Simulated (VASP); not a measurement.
Calculation: PBEsol GGA, VASP's PBE PAW potentials (set 64) (plane waves; VASP 6.6.1).

The input files of a VASP run:

File KPOINTS:
```
Automatic mesh
0
Gamma
 7 7 7
```

INCAR:
```
# general
SYSTEM=SiO2
PREC  =Accurate
ENCUT =520   # plane-wave cut-off (eV)
LREAL =.FALSE.
LASPH =.TRUE.   # aspherical one-centre terms

# electronic loop
EDIFF =1E-7   # SCF stop (eV)
NELM  =100   # most electronic steps
ALGO  =Normal

# smearing
ISMEAR=-5   # tetrahedra, Bloechl

# functional
GGA   =PS   # PBEsol

# ions
ISIF  =2   # forces and stress, cell fixed

# output
LWAVE =.FALSE.
LCHARG=.TRUE.
LORBIT=11   # lm-projected
NEDOS =601   # DOS grid

# other
LEFG  =.TRUE.
```

POSCAR:
```
SiO2
1
   -2.4898327102     2.4898327102     3.6737647069
    2.4898327102    -2.4898327102     3.6737647069
    2.4898327102     2.4898327102    -3.6737647069
Si O
2 4
Direct
  0.0000000000   0.0000000000   0.0000000000
  0.7500000000   0.2500000000   0.5000000000
  0.3750000000   0.2224498687   0.3474498687
  0.7775501313   0.1250000000   0.1525501313
  0.8750000000   0.0275501313   0.6525501313
  0.9724498687   0.6250000000   0.8474498687
```

POTCAR, in this order: Si O (PBE.64 set). Program: vasp_std.

**Question.** Estimate the energy per atom (σ→0), band gap (on the k-mesh).

**Answer.** 
The energy per atom (σ→0) is -8.227 eV/atom and the band gap (on the k-mesh) is 5.80 eV.

**OSZICAR**
```
...
DAV:   9    -0.493591969484E+02   -0.50830E-02   -0.12841E-02  1776   0.106E+00    0.305E-01
DAV:  10    -0.493617015307E+02   -0.25046E-02   -0.40804E-03  1808   0.426E-01    0.947E-02
DAV:  11    -0.493616360247E+02    0.65506E-04   -0.14924E-03  1912   0.273E-01    0.296E-02
DAV:  12    -0.493616472080E+02   -0.11183E-04   -0.12696E-04  1820   0.827E-02    0.157E-02
DAV:  13    -0.493616506076E+02   -0.33996E-05   -0.35637E-06  1908   0.146E-02    0.453E-03
DAV:  14    -0.493616507649E+02   -0.15727E-06   -0.11134E-06  1928   0.743E-03    0.162E-03
DAV:  15    -0.493616508061E+02   -0.41167E-07   -0.82027E-08  1240   0.225E-03
   1 F= -.49361651E+02 E0= -.49361651E+02  d E =0.000000E+00
```

The structure comes from a computed database's SiO2 entry (I-42d); how it stands against other phases isn't given here. It was relaxed first.
